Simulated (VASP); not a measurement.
Here is the system:

```
CELL_PARAMETERS angstrom
      0.00000     2.83500     2.83500
      2.83500     0.00000     2.83500
      2.83500     2.83500     0.00000
ATOMIC_POSITIONS crystal
  Zn 0.00000 0.00000 0.00000
  Se 0.25000 0.25000 0.25000
```

Calculation: PBE GGA, VASP's PBE PAW potentials (set 64) (plane waves; VASP). Settings: 400 eV cut-off, 6×6×6 Γ-centred mesh, Gaussian smearing of 0.050 eV, potentials Zn Se.

Question: Estimate the energy per atom (σ→0), pressure, band gap (on the k-mesh) with the smallest direct gap where there is one.

Answer: 
```json
{
  "band gap (on the k-mesh)": "1.28 eV",
  "smallest direct gap (on the k-mesh)": "1.28 eV",
  "energy per atom (σ→0)": "-3.007 eV/atom",
  "pressure": "2.05 GPa"
}
```

Total energies compare only between runs with the same potentials, cut-off and functional.

The compound is ZnSe in the zinc blende structure. The cell was not relaxed at this level.
